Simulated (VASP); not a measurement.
Method: PBE GGA with D3 dispersion (Becke-Johnson damping), VASP's PBE PAW potentials (set 64) (plane waves; VASP 6.6.1).

VASP ran on this input.

INCAR:
```
! general
SYSTEM = SiC
PREC   = Accurate
ENCUT  = 520
LREAL  = .FALSE.
LASPH  = .TRUE.

! electronic loop
EDIFF  = 1E-7
NELM   = 100
ALGO   = Normal

! smearing
ISMEAR = 0
SIGMA  = 0.05

! functional
GGA    = PE
IVDW   = 12

! ions
ISIF   = 2

! output
LWAVE  = .FALSE.
LCHARG = .FALSE.
```

### KPOINTS
```
Automatic mesh
0
Gamma
10 10 10
0 0 0
```

### POSCAR
```
SiC
1.0
  0.0000000000   2.1741164551   2.1741164551
  2.1741164551   0.0000000000   2.1741164551
  2.1741164551   2.1741164551   0.0000000000
Si C
1 1
direct
  0.0000000000   0.0000000000   0.0000000000
  0.2500000000   0.2500000000   0.2500000000
```

POTCAR, in this order: Si C (PBE.64 set). Program: vasp_std.

The resulting files:

### OUTCAR
```
 ion  position               nearest neighbor table
   1  0.000  0.000  0.000-   2 1.88   2 1.88   2 1.88   2 1.88
   2  0.250  0.250  0.250-   1 1.88   1 1.88   1 1.88   1 1.88
  LATTYP: Found a face centered cubic cell.
 ALAT       =     4.3482329102
 Subroutine PRICEL returns:
 Original cell was already a primitive cell.
 Subroutine GETGRP returns: Found 24 space group operations
The static configuration has the point symmetry T_d .
The dynamic configuration has the point symmetry T_d .
 Subroutine INISYM returns: Found 24 space group operations
 Subroutine IBZKPT returns following result:
 Found     47 irreducible k-points:

 Following reciprocal coordinates:
            Coordinates               Weight
  0.000000  0.000000  0.000000      1.000000
  0.100000  0.000000  0.000000      8.000000
  0.200000  0.000000  0.000000      8.000000
  0.300000  0.000000  0.000000      8.000000
  0.400000  0.000000  0.000000      8.000000
  0.500000  0.000000  0.000000      4.000000
  0.100000  0.100000  0.000000      6.000000
  0.200000  0.100000  0.000000     24.000000
  0.300000  0.100000  0.000000     24.000000
...
```

### OSZICAR
```
       N       E                     dE             d eps       ncg     rms          rms(c)
DAV:   1     0.555614038027E+01    0.55561E+01   -0.41057E+03   760   0.838E+02
DAV:   2    -0.165829261636E+02   -0.22139E+02   -0.21164E+02  1104   0.113E+02
DAV:   3    -0.169270524353E+02   -0.34413E+00   -0.34413E+00   888   0.174E+01
DAV:   4    -0.169280811274E+02   -0.10287E-02   -0.10287E-02  1168   0.103E+00
DAV:   5    -0.169280817638E+02   -0.63637E-06   -0.63637E-06   920   0.175E-02    0.888E+00
DAV:   6    -0.151175885671E+02    0.18105E+01   -0.76224E+00   808   0.157E+01    0.391E+00
DAV:   7    -0.150616115725E+02    0.55977E-01   -0.35196E-01  1152   0.421E+00    0.179E+00
DAV:   8    -0.150538341922E+02    0.77774E-02   -0.18920E-02   792   0.126E+00    0.161E-01
DAV:   9    -0.150541219183E+02   -0.28773E-03   -0.78031E-04  1168   0.242E-01    0.104E-01
DAV:  10    -0.150542305702E+02   -0.10865E-03   -0.20084E-04  1032   0.113E-01    0.219E-02
DAV:  11    -0.150542315692E+02   -0.99901E-06   -0.39153E-05   936   0.390E-02    0.548E-03
DAV:  12    -0.150542317403E+02   -0.17115E-06   -0.15471E-06   928   0.960E-03    0.137E-03
DAV:  13    -0.150542318189E+02   -0.78586E-07   -0.14900E-07   720   0.325E-03
   1 F= -.15660528E+02 E0= -.15660528E+02  d E =-.588008E-11
```

File OUTCAR:
```
------------------------ aborting loop because EDIFF is reached ----------------------------------------
 Edisp (eV)   -0.60630
  FORCE on cell =-STRESS in cart. coord.  units (eV):
  Direction    XX          YY          ZZ          XY          YZ          ZX
  --------------------------------------------------------------------------------------
  Total       0.00186     0.00186     0.00186     0.00000    -0.00000     0.00000
  in kB       0.14483     0.14483     0.14483     0.00000    -0.00000     0.00000
  external pressure =        0.14 kB  Pullay stress =        0.00 kB
  volume of cell :       20.55
      direct lattice vectors                 reciprocal lattice vectors
     0.000000000  2.174116455  2.174116455    -0.229978481  0.229978481  0.229978481
     2.174116455  0.000000000  2.174116455     0.229978481 -0.229978481  0.229978481
     2.174116455  2.174116455  0.000000000     0.229978481  0.229978481 -0.229978481
  FREE ENERGIE OF THE ION-ELECTRON SYSTEM (eV)
  ---------------------------------------------------
  free  energy   TOTEN  =       -15.6605282961 eV

  energy  without entropy=      -15.6605282961  energy(sigma->0) =      -15.66052830
```
(Selected blocks of OUTCAR.)

File OUTCAR:
```
 val. band max:        8.1826779958   @ k =   0.0000   0.0000   0.0000

 cond. band min:       9.5333248406   @ k =   0.5000   0.5000   0.0000


 Fermi energy:         8.3856690828

 k-point     1 :       0.0000    0.0000    0.0000
  band No.  band energies     occupation
      1      -7.2735      2.00000
      2       8.1827      2.00000
      3       8.1827      2.00000
      4       8.1827      2.00000
      5      14.4956      0.00000
      6      15.5370      0.00000
      7      15.5370      0.00000
      8      15.5370      0.00000

 k-point     2 :       0.1000    0.0000    0.0000
  band No.  band energies     occupation
      1      -7.0771      2.00000
      2       7.1734      2.00000
      3       8.0488      2.00000
      4       8.0488      2.00000
      5      14.7466      0.00000
      6      15.7812      0.00000
      7      15.7812      0.00000
      8      15.8209      0.00000

 k-point     3 :       0.2000    0.0000    0.0000
  band No.  band energies     occupation
      1      -6.4966      2.00000
      2       5.0480      2.00000
      3       7.7417      2.00000
      4       7.7417      2.00000
      5      14.4479      0.00000
      6      16.1390      0.00000
      7      16.1390      0.00000
      8      17.0289      0.00000

 k-point     4 :       0.3000    0.0000    0.0000
  band No.  band energies     occupation
      1      -5.5674      2.00000
      2       2.7261      2.00000
      3       7.4253      2.00000
      4       7.4253      2.00000
      5      14.0384      0.00000
      6      15.9922      0.00000
      7      15.9922      0.00000
      8      17.9928      0.00000

 k-point     5 :       0.4000    0.0000    0.0000
  band No.  band energies     occupation
      1      -4.4169      2.00000
      2       0.6615      2.00000
      3       7.2062      2.00000
      4       7.2062      2.00000
      5      13.7686      0.00000
      6      15.6074      0.00000
      7      15.6074      0.00000
...
```

The compound is SiC in the zinc blende structure. It was relaxed first.
